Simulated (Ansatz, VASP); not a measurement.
# TaSi2As4 (TaSi2As4 monolayer): VASP beside Ansatz

Aim: how closely do two programs agree when they are given the same cell, functional and k mesh? The cell is taken from a series of runs on this material, whose earlier steps may have relaxed, scaled, displaced or heated it; both programs get it as it stands.

Method: plane waves, with VASP 6.6.1 beside it; single point at PBE with D3(BJ), in Ansatz 0.2.0.

### Step 1. Set-up

The cell holds 7 atoms: 4 As, 2 Si and 1 Ta. Its edges and angles: a = 3.634 Å, b = 3.634 Å, c = 27.958 Å, α = 90.0°, β = 90.0°, γ = 120.0°. Vacuum lies along c.

### Step 2. Ansatz: single point, PBE with D3(BJ)

Ansatz runs on its PAW soft_1 files.

A single point gives forces, pressure and levels at one fixed geometry, so differences don't come from the geometry; what else differs is listed under the comparison.

The input, input.yaml:

```yaml
crystal:
  lattice:
    - [3.6340277418, 0.0, 0.0]
    - [-1.8170138709, 3.1471603425, 0.0]
    - [0.0, 0.0, 27.9576522907]
  atoms:
    - { symbol: As, position: [0.0, 0.0, 0.3219154422] }
    - { symbol: Si, position: [0.3333333333, 0.6666666667, 0.3612267671] }
    - { symbol: As, position: [0.3333333333, 0.6666666667, 0.4450802124] }
    - { symbol: Ta, position: [0.0, 0.0, 0.5] }
    - { symbol: As, position: [0.3333333333, 0.6666666667, 0.5549197876] }
    - { symbol: Si, position: [0.3333333333, 0.6666666667, 0.6387732329] }
    - { symbol: As, position: [0.0, 0.0, 0.6780845578] }
kpoints:
  mp_grid: { grid: [18, 18, 1] }
  band_path:
    path: [[0, 0, 0], [0.5, 0, 0], [0.33333333, 0.33333333, 0], [0, 0, 0]]
    npoints: 16
hamiltonian:
  xc: pbe
  dispersion: d3bj
  pseudopotentials: { kind: paw, azcp: { folder: soft_1 } }
scf:
  occupations: { method: fermi_dirac, width: 0.02585 }
  convergence: { dr2_threshold: 1.0e-10 }
efield:
  axis: 3
  dipole_correction: true
  ramp_position: 0.97
  ramp_width: 0.06
  amplitude: 0
output:
  dos: { projected: true, e_range: [-6, 5] }
  write_potential: true
  write_density: true
  volumetric_format: npy
  elf: true
```

Command:

```console
ansatz run input.yaml --threads 4 --pin off --max-ram 6144MiB --backend cpu --events-out ev --progress --plain --runs-dir out
```

Numbers of over 12 decimals in the logs are rounded to 6 here.

What it wrote:

```text
Engine: ansatz 0.2.0, x86_64-unknown-linux-gnu
Pseudopotentials: kind: paw
Pseudopotential: As, paw, valence charge 15, recommended cutoff 420 eV (normal), soft_1/As.paw.azcp
Pseudopotential: Si, paw, valence charge 4, recommended cutoff 420 eV (normal), soft_1/Si.paw.azcp
Pseudopotential: Ta, paw, valence charge 13, recommended cutoff 420 eV (normal), soft_1/Ta.paw.azcp
Functional definition: PBE
  parameter kappa = 0.804
  parameter beta = 0.066725
  exchange = pbe_x(kappa = kappa, mu = beta*pi^2/3)
  correlation = pbe_c(beta = beta)
Crystal: 7 atoms, lattice volume = 319.748 Å³
Basis set: ecut = 420 eV, 6189 PW (Γ)
Bands: 49, of which v1, the nominal top of the filled ones, is band 41 counted from 1 (40 counted from 0)
Symmetry: 6 space group operations
k-points: 37 of 324 (time reversal used)
Non-local potential: As, projectors of the file, l = 0: 2, l = 1: 2, l = 2: 3, l = 3: 1
Non-local potential: Si, projectors of the file, l = 0: 2, l = 1: 2, l = 2: 1
Non-local potential: Ta, projectors of the file, l = 0: 3, l = 1: 2, l = 2: 2, l = 3: 1
PAW form: soft (Blöchl's): semilocal exchange-correlation on the pseudo side does not see the compensation charge
PAW one-centre angular grid: As, 590 points (default); XC on 64 Gauss nodes
PAW one-centre angular grid: Si, 110 points (default); XC on 64 Gauss nodes
PAW one-centre angular grid: Ta, 590 points (default); XC on 64 Gauss nodes
Initial density: superposition of atomic densities (neutral atoms: chi_scale 0, normalization atom)
Initial wavefunctions: pseudopotential atomic-orbital guess
Functional: x = pbe(κ = 0.804, μ = 0.219515), c = pbe(β = 0.066725)
SCF iter   1: F=—  HF=-30633.412755 eV  |F-HF|=—  |Δ(HF+E_count)|=         —  Δρ=2.57e-2  dr2=3.24e0  ethr=3.10e-3  p=0.000 e·Å  D=1.27e-13 V/Å  ΔV_dip=-0.00 eV  dr2_dipole=3.34e-9  V_vac-E_F(+/−)=6.63/6.63 eV  ⟨swp⟩=9.9  Hψ=8044  notcnv=0
efield: sawtooth ramp at fractional position 0.9700 (set: `efield.ramp_position`, or a place that a band, a saddle search or an elastic batch's reference lends), width 0.0600; the density the first Hamiltonian is built on has a dipole p = 0.000 e·Å; the dipole correction subtracts the counter field D = 1.27e-13 V/Å, which shifts the + side's vacuum level by -0.00 eV against the − side's; the planar-averaged density in the ramp window peaks in size at 6.1e-7 e/Å³
preconditioner: auto → LDOS  [metal: Δε(μ)=0.054 eV  Ē_g=8.285 eV  σ=0.026 eV  W_gap=0.44  n_scr=60 (ndim 8)  ℏωp=11.9 eV  f_vac=0.517  D(μ)=2.11/eV (n_scr^D=8)  β→1.0]
SCF iter   2: F=—  HF=-30633.064153 eV  |F-HF|=—  |Δ(HF+E_count)|=   3.49e-1  Δρ=9.53e-3  dr2=2.14e0  ethr=3.10e-3  p=0.001 e·Å  D=4.00e-4 V/Å  ΔV_dip=-0.01 eV  dr2_dipole=2.11e-5  V_vac-E_F(+/−)=3.48/3.49 eV  ⟨swp⟩=4.2  Hψ=3426  notcnv=0  defer=94
SCF iter   3: F=—  HF=-30632.805364 eV  |F-HF|=—  |Δ(HF+E_count)|=   2.59e-1  Δρ=3.61e-3  dr2=1.36e-1  ethr=2.64e-3  p=-0.000 e·Å  D=-1.70e-4 V/Å  ΔV_dip=0.00 eV  dr2_dipole=1.66e-6  V_vac-E_F(+/−)=5.22/5.21 eV  ⟨swp⟩=3.5  Hψ=2836  notcnv=0  defer=96
SCF iter   4: F=—  HF=-30632.786568 eV  |F-HF|=—  |Δ(HF+E_count)|=   1.88e-2  Δρ=1.74e-3  dr2=3.97e-2  ethr=1.67e-4  p=0.000 e·Å  D=8.39e-5 V/Å  ΔV_dip=-0.00 eV  dr2_dipole=6.08e-7  V_vac-E_F(+/−)=4.77/4.78 eV  ⟨swp⟩=3.9  Hψ=3299  notcnv=0  defer=94
SCF iter   5: F=—  HF=-30632.781423 eV  |F-HF|=—  |Δ(HF+E_count)|=   5.15e-3  Δρ=6.86e-4  dr2=3.55e-3  ethr=4.90e-5  p=0.000 e·Å  D=4.84e-6 V/Å  ΔV_dip=-0.00 eV  dr2_dipole=4.71e-9  V_vac-E_F(+/−)=4.87/4.87 eV  ⟨swp⟩=3.0  Hψ=2485  notcnv=0  defer=94
SCF iter   6: F=—  HF=-30632.781240 eV  |F-HF|=—  |Δ(HF+E_count)|=   1.83e-4  Δρ=2.44e-4  dr2=6.27e-4  ethr=4.39e-6  p=0.000 e·Å  D=1.41e-5 V/Å  ΔV_dip=-0.00 eV  dr2_dipole=1.46e-8  V_vac-E_F(+/−)=4.89/4.89 eV  ⟨swp⟩=3.0  Hψ=3219  notcnv=0  defer=94
SCF iter   7: F=—  HF=-30632.781234 eV  |F-HF|=—  |Δ(HF+E_count)|=   6.05e-6  Δρ=6.04e-5  dr2=1.89e-5  ethr=7.75e-7  p=-0.000 e·Å  D=-3.86e-6 V/Å  ΔV_dip=0.00 eV  dr2_dipole=1.48e-9  V_vac-E_F(+/−)=4.91/4.91 eV  ⟨swp⟩=2.0  Hψ=1940  notcnv=0  defer=94
SCF iter   8: F=—  HF=-30632.781236 eV  |F-HF|=—  |Δ(HF+E_count)|=   1.96e-6  Δρ=1.44e-5  dr2=6.23e-7  ethr=2.33e-8  p=0.000 e·Å  D=3.70e-6 V/Å  ΔV_dip=-0.00 eV  dr2_dipole=8.34e-10  V_vac-E_F(+/−)=4.91/4.91 eV  ⟨swp⟩=2.5  Hψ=3414  notcnv=0  defer=94
SCF iter   9: F=—  HF=-30632.781328 eV  |F-HF|=—  |Δ(HF+E_count)|=   9.27e-5  Δρ=3.47e-6  dr2=4.11e-8  ethr=7.69e-10  p=-0.000 e·Å  D=-5.73e-6 V/Å  ΔV_dip=0.00 eV  dr2_dipole=2.27e-9  V_vac-E_F(+/−)=4.91/4.91 eV  ⟨swp⟩=2.0  Hψ=2387  notcnv=0  defer=94
SCF iter  10: F=—  HF=-30632.781328 eV  |F-HF|=—  |Δ(HF+E_count)|=   6.52e-8  Δρ=1.33e-6  dr2=1.60e-8  ethr=5.08e-11  p=0.000 e·Å  D=6.84e-6 V/Å  ΔV_dip=-0.00 eV  dr2_dipole=3.22e-9  V_vac-E_F(+/−)=4.91/4.91 eV  ⟨swp⟩=2.1  Hψ=2820  notcnv=0  defer=94
SCF iter  11: F=—  HF=-30632.781328 eV  |F-HF|=—  |Δ(HF+E_count)|=  1.46e-10  Δρ=5.21e-7  dr2=1.50e-9  ethr=1.98e-11  p=-0.000 e·Å  D=-2.07e-6 V/Å  ΔV_dip=0.00 eV  dr2_dipole=2.89e-10  V_vac-E_F(+/−)=4.91/4.91 eV  ⟨swp⟩=3.0  Hψ=3634  notcnv=0  defer=94
SCF iter  12: F=—  HF=-30632.781328 eV  |F-HF|=—  |Δ(HF+E_count)|=  5.71e-10  Δρ=2.08e-7  dr2=1.83e-10  ethr=1.85e-12  p=0.000 e·Å  D=5.51e-7 V/Å  ΔV_dip=-0.00 eV  dr2_dipole=2.15e-11  V_vac-E_F(+/−)=4.91/4.91 eV  ⟨swp⟩=2.0  Hψ=2181  notcnv=0  defer=94
SCF iter  13: F=-30632.781328 eV  HF=-30632.781328 eV  |F-HF|=4.37e-11  |Δ(HF+E_count)|=  2.62e-10  Δρ=7.17e-8  dr2=3.14e-11  ethr=1.00e-12  p=-0.000 e·Å  D=-3.01e-8 V/Å  ΔV_dip=0.00 eV  dr2_dipole=4.91e-14  V_vac-E_F(+/−)=4.91/4.91 eV  ⟨swp⟩=13.3  Hψ=6531  notcnv=0
SCF 1 converged in 13 iterations: F = -30632.781328 eV  dr2 = 3.14e-11
  greatest PAW one-centre occupation: 0.999 electrons in one spin orbital (limit 2), on the As atom at site 4 (counted from 0), in its partial waves of l = 2
NSCF: frozen V_eff on 49 k-points
efield: sawtooth ramp at fractional position 0.9700 (kept from the solve that this one continues, or follows in the run), width 0.0600; the density the first Hamiltonian is built on has a dipole p = -0.000 e·Å; the dipole correction subtracts the counter field D = -3.01e-8 V/Å, which shifts the + side's vacuum level by +0.00 eV against the − side's; the planar-averaged density in the ramp window peaks in size at 6.6e-7 e/Å³
WARN: The output density's exchange-correlation potential varies sharply where the density is thin. Do not read a vacuum level from v_tot or v_xc, or from such a field of the output density. On a cell that repeats whose density bears no net charge and no dipole along the vacuum's axis use v_es (v_loc + v_h of the components); under efield.dipole_correction with no amplitude use v_es + v_field, which holds any externa [...]
SCF converged after 13 iterations
Free energy (F): -30632.781328 eV
Harris-Foulkes:  -30632.781328 eV  (|F-HF|=4.37e-11)
Internal energy: -30632.775577 eV  (E = F + TS)
E sigma→0 (E₀):  -30632.778453 eV
Entropy (-TS):   -0.005751 eV (-0.822 meV/atom)
Fermi energy:    1.665041 eV
Dipole field:    D = 0.000000 V/Å  (p = 0.000000 e·Å, saw-weighted, corrected)
Work function:   Φ+ = 4.9138 eV   Φ− = 4.9138 eV
Levels:          The Fermi level and band energies are counted from a zero that moves with the ramp; work functions are not
--- Per-component energies (eV) ---
  E_band       = -1778.605186
  E_kinetic    = 866.190508
  E_local      = -90063.610478  (includes V_loc(G=0)·N_el)
  E_nonlocal   = -1538.324337
  E_hartree    = 45069.086462
  E_xc         = -716.348312
  E_vxc        = -624.900374  (∫ρ·V_xc dr)
  E_paw        = -17381.847925  (= ΣΔE_a)
  E_vpaw       = -556.134633  (= ΣTr[D̂ρ^β])
  E_aug_tail   = 0.000151  (compensation charges beyond the density's cutoff)
  E_efield     = 0.000000  (sawtooth field / dipole correction)
  E_vefield    = 0.000000  (∫n·V_field dr)
  E_ewald      = 33134.546321
  E_disp       = -2.467966  (pairwise vdW)
  E_smearing   = -0.005751  (= −TS)
  E_closure    = 0.000000  (closes the sum)
  Σ components = -30632.781328   (vs F -30632.781328, Δ=0.00e0)
--- Band table (eV; the first three rows and the last of 37) ---
  k-point 0: bands = [... 37 lower, 0.9798, 1.4048, 1.4048, 1.9966, 3.9849, 4.0760, 4.5955, 4.5955, ... 4 higher]
  k-point 1: bands = [... 37 lower, 0.8964, 1.3171, 1.3391, 2.0242, 4.2467, 4.2861, 4.5702, 4.6579, ... 4 higher]
  k-point 2: bands = [... 37 lower, 0.6916, 1.1264, 1.1635, 2.0043, 4.1015, 4.1183, 4.8787, 4.9508, ... 4 higher]
  k-point 36: bands = [... 37 lower, -0.9306, 0.0215, 0.8413, 2.4076, 3.2237, 3.3589, 3.6461, 4.3767, ... 4 higher]
```

### Step 3. VASP: single point, PBE with D3(BJ)

The same cell, functional, mesh and smearing now go to VASP, with its own data sets.

Lines of VASP's logs that name or quote its potential files are left out, and so is its time.

The input, INCAR:

```
SYSTEM = TaSi2As4
PREC = Accurate
ENCUT = 400
EDIFF = 1E-06
NELM = 120
ISMEAR = -1
SIGMA = 0.02585
LREAL = .FALSE.
ALGO = Normal
GGA = PE
IVDW = 12
NBANDS = 26
LASPH = .TRUE.
LORBIT = 11
LWAVE = .FALSE.
LCHARG = .FALSE.
ISIF = 2
LDIPOL = .TRUE.
IDIPOL = 3
DIPOL = 0.5 0.5 0.5
LVHAR = .TRUE.
GGA_COMPAT = .FALSE.
NELMDL = -8
KPAR = 2
```

The input, POSCAR:

```
TaSi2As4
1.0
    3.6340277418      0.0000000000      0.0000000000
   -1.8170138709      3.1471603425      0.0000000000
    0.0000000000      0.0000000000     27.9576522907
As Si Ta
4 2 1
Direct
    0.0000000000      0.0000000000      0.3219154422
    0.3333333333      0.6666666667      0.4450802124
    0.3333333333      0.6666666667      0.5549197876
    0.0000000000      0.0000000000      0.6780845578
    0.3333333333      0.6666666667      0.3612267671
    0.3333333333      0.6666666667      0.6387732329
    0.0000000000      0.0000000000      0.5000000000
```

The input, KPOINTS:

```
Automatic mesh
0
Gamma
18 18 1
0 0 0
```

The projector-augmented-wave data sets are As, Si and Ta_pv (PBE family, release 64).

Command:

```console
mpirun -np 2 vasp_std
```

What it wrote:

```text
[banner, memory and clock lines left out]
running    2 mpi-ranks, on    1 nodes
 distrk:  each k-point on    1 cores,    2 groups
 distr:  one band on    1 cores,    1 groups

 POSCAR found type information on POSCAR AsSiTa
 POSCAR found :  3 types and       7 ions
 LDA part: xc-table for (Slater+PW92), standard interpolation
 POSCAR, INCAR and KPOINTS ok, starting setup
 FFT: planning ... GRIDC
 FFT: planning ... GRID_SOFT
 FFT: planning ... GRID
 WAVECAR not read
 entering main loop
       N       E                     dE             d eps       ncg     rms          rms(c)
DAV:   1     0.186040371462E+03    0.18604E+03   -0.14265E+04  2292   0.937E+02
DAV:   2    -0.260990646289E+02   -0.21214E+03   -0.20838E+03  2494   0.201E+02
DAV:   3    -0.430396741051E+02   -0.16941E+02   -0.16764E+02  2432   0.557E+01
DAV:   4    -0.435413052800E+02   -0.50163E+00   -0.49966E+00  2864   0.105E+01
DAV:   5    -0.435544794117E+02   -0.13174E-01   -0.13165E-01  2734   0.155E+00
DAV:   6    -0.435550204116E+02   -0.54100E-03   -0.54091E-03  3056   0.278E-01
DAV:   7    -0.435550287035E+02   -0.82919E-05   -0.82913E-05  2760   0.330E-02
DAV:   8    -0.435550288693E+02   -0.16587E-06   -0.16586E-06  2272   0.448E-03    0.153E+01
DAV:   9    -0.424035151585E+02    0.11515E+01   -0.46643E+00  2304   0.967E+00    0.679E+00
DAV:  10    -0.422323136357E+02    0.17120E+00   -0.12226E+00  2708   0.558E+00    0.251E+00
DAV:  11    -0.421886233018E+02    0.43690E-01   -0.37884E-01  2592   0.323E+00    0.656E-01
DAV:  12    -0.421875239808E+02    0.10993E-02   -0.37353E-02  2390   0.895E-01    0.304E-01
DAV:  13    -0.421868137821E+02    0.71020E-03   -0.74432E-03  2534   0.409E-01    0.141E-01
DAV:  14    -0.421866997823E+02    0.11400E-03   -0.11486E-03  2388   0.181E-01    0.596E-02
[...]
DAV:  20    -0.421869717040E+02   -0.44800E-04   -0.29632E-06  1808   0.691E-03    0.130E-03
DAV:  21    -0.421869887153E+02   -0.17011E-04   -0.10805E-06  1780   0.337E-03    0.122E-03
DAV:  22    -0.421869984028E+02   -0.96875E-05   -0.35821E-07  1590   0.245E-03    0.891E-04
DAV:  23    -0.421870029032E+02   -0.45004E-05   -0.50093E-07  1698   0.193E-03    0.428E-04
DAV:  24    -0.421870055831E+02   -0.26799E-05   -0.54589E-08  1384   0.858E-04    0.300E-04
DAV:  25    -0.421870083239E+02   -0.27408E-05   -0.85017E-08  1366   0.922E-04    0.244E-04
DAV:  26    -0.421870100237E+02   -0.16998E-05   -0.48225E-08  1372   0.558E-04    0.101E-04
DAV:  27    -0.421870106042E+02   -0.58048E-06   -0.16697E-08  1226   0.370E-04
   1 F= -.44654654E+02 E0= -.44651760E+02  d E =-.578853E-02
```

Parts of OUTCAR (step 3):

```text
ion  position               nearest neighbor table
   1  0.000  0.000  0.322-   5 2.37   5 2.37   5 2.37
   2  0.333  0.667  0.445-   5 2.34   7 2.60   7 2.60   7 2.60
   3  0.333  0.667  0.555-   6 2.34   7 2.60   7 2.60   7 2.60
   4  0.000  0.000  0.678-   6 2.37   6 2.37   6 2.37
   5  0.333  0.667  0.361-   2 2.34   1 2.37   1 2.37   1 2.37
   6  0.333  0.667  0.639-   3 2.34   4 2.37   4 2.37   4 2.37
   7  0.000  0.000  0.500-   2 2.60   3 2.60   2 2.60   3 2.60   2 2.60   3 2.60

  LATTYP: Found a hexagonal cell.
 ALAT       =     3.6340277418
 C/A-ratio  =     7.6932963304

 Subroutine GETGRP returns: Found 12 space group operations
 (whereof 12 operations were pure point group operations)

The static configuration has the point symmetry D_3h.

 Found     37 irreducible k-points:

   k-points           NKPTS =     37   k-points in BZ     NKDIM =     37   number of bands    NBANDS=     26

   dimension x,y,z NGX =    24 NGY =   24 NGZ =  192
   dimension x,y,z NGXF=    48 NGYF=   48 NGZF=  384

   ENCUT  =  400.0 eV  29.40 Ry    5.42 a.u.   5.93  5.93 45.59*2*pi/ulx,y,z

   NELECT =      39.0000    total number of electrons

 k-points in reciprocal lattice and weights: Automatic mesh
   0.00000000  0.00000000  0.00000000       0.003
   0.05555556  0.00000000  0.00000000       0.019
   0.11111111  0.00000000  0.00000000       0.019
   0.16666667 -0.00000000  0.00000000       0.019
   0.22222222 -0.00000000  0.00000000       0.019
   0.27777778  0.00000000  0.00000000       0.019
   0.33333333  0.00000000  0.00000000       0.019
   0.38888889  0.00000000  0.00000000       0.019
   0.44444444 -0.00000000  0.00000000       0.019
[...]
0.33333333  0.27777778  0.00000000       0.037
   0.33333333  0.33333333  0.00000000       0.006

 dipolmoment           0.000000      0.000000      0.000000 electrons x Angstroem

 average (electrostatic) potential at core
       1 -54.7347       2 -54.3506       3 -54.3506       4 -54.7347       5 -90.2524
       6 -90.2524       7 -43.1588

 E-fermi :  -0.3990

 k-point     1 :       0.0000    0.0000    0.0000
  band No.  band energies     occupation
    ...
     15      -1.2546      2.00000
     16      -1.0899      2.00000
     17      -1.0899      2.00000
     18      -0.6549      1.99990
     19      -0.6549      1.99990
     20      -0.0700      0.00001
     21       1.9170      0.00000
     22       2.0079      0.00000
     23       2.5294      0.00000
     24       2.5294      0.00000
    ...

 k-point     2 :       0.0556    0.0000    0.0000
  band No.  band energies     occupation
    ...
     15      -1.4744      2.00000
     16      -1.3424      2.00000
     17      -1.1734      2.00000
     18      -0.7411      2.00000
     19      -0.7206      1.99999
     20      -0.0416      0.00000
     21       2.1787      0.00000
     22       2.2177      0.00000
     23       2.5048      0.00000
     24       2.5919      0.00000
    ...

 k-point     3 :       0.1111    0.0000    0.0000
  band No.  band energies     occupation
    ...
     15      -1.6146      2.00000
     16      -1.5701      2.00000
     17      -1.3780      2.00000
     18      -0.9310      2.00000
     19      -0.8961      2.00000
     20      -0.0607      0.00000
     21       2.0334      0.00000
     22       2.0501      0.00000
     23       2.8138      0.00000
     24       2.8859      0.00000
    ...

 Edisp (eV)   -2.46764

  Total       0.20869     0.20869     0.30611     0.00000     0.00000    -0.00000
  in kB       1.04570     1.04570     1.53382     0.00000     0.00000    -0.00000
  external pressure =        1.21 kB  Pullay stress =        0.00 kB

  energy-cutoff  :      400.00
  volume of cell :      319.75
      direct lattice vectors                 reciprocal lattice vectors
     3.634027742  0.000000000  0.000000000     0.275176766  0.158873380  0.000000000
    -1.817013871  3.147160342  0.000000000     0.000000000  0.317746759  0.000000000
     0.000000000  0.000000000 27.957652291     0.000000000  0.000000000  0.035768382

 POSITION                                       TOTAL-FORCE (eV/Angst)
 -----------------------------------------------------------------------------------
      0.00000      0.00000      9.00000         0.000000     -0.000000     -0.049645
     -0.00000      2.09811     12.44340        -0.000000      0.000000      0.015726
     -0.00000      2.09811     15.51425        -0.000000     -0.000000     -0.015726
      0.00000      0.00000     18.95765        -0.000000     -0.000000      0.049645
     -0.00000      2.09811     10.09905        -0.000000      0.000000      0.012471
     -0.00000      2.09811     17.85860         0.000000      0.000000     -0.012471
      0.00000      0.00000     13.97883         0.000000     -0.000000      0.000000
 -----------------------------------------------------------------------------------
    total drift:                                0.000000     -0.000000     -0.000000

  FREE ENERGIE OF THE ION-ELECTRON SYSTEM (eV)
  ---------------------------------------------------
  free  energy   TOTEN  =       -44.6546541165 eV

  energy  without entropy=      -44.6488655881  energy(sigma->0) =      -44.65175985

 vacuum level on the upper side and lower side of the slab         4.521         4.521

 total charge
# of ion       s       p       d       tot
------------------------------------------
    1        1.257   1.525   0.044   2.826
    2        1.203   1.628   0.055   2.885
    3        1.203   1.628   0.055   2.885
    4        1.257   1.525   0.044   2.826
    5        0.762   0.858   0.000   1.620
    6        0.762   0.858   0.000   1.620
    7        0.290   6.164   2.352   8.806
--------------------------------------------------
tot          6.733  14.185   2.551  23.469

[... 3 further parts left out ...]
```

### Step 4. Differences

Known differences besides the potentials themselves: the data sets hold 81 valence electrons in Ansatz (on its PAW soft_1 files) and 39 in VASP; the cutoff is 420 eV in Ansatz and 400 eV in VASP. Total energies have different zeros and are not compared.

Compared:

```csv
quantity,Ansatz,VASP,difference
"work function, lower of the two faces (eV)",4.91,4.92,-0.01
"work function, higher of the two faces (eV)",4.91,4.92,-0.01
```

With vacuum in the cell, a pressure given here is an average over mostly empty space and none of the material.

### Step 5. Summary of results

```
difference in work function, lower of the two faces (single point, PBE with D3(BJ)) : -0.0062 eV
```

In words: The difference in work function, lower of the two faces is -0.0062 eV (single point, PBE with D3(BJ)). The data sets hold unlike numbers of valence electrons (81 in Ansatz and 39 in VASP), so part of the differences comes from the potentials. How closely two codes agree says nothing of how well the functional describes the real material.

[Lines on the potential files, build, host, timing and source positions are cut from VASP's logs without a mark.]

[Logs are printed without paths, hosts, clocks, repeated set-up lines and the standing remarks that a program may print on its own settings, such as how far it seeks lower states.]

[Hosts, paths, dates, database ids (printed as entryN), source tags and the programs' standing remarks are cut or masked in the printed files.]
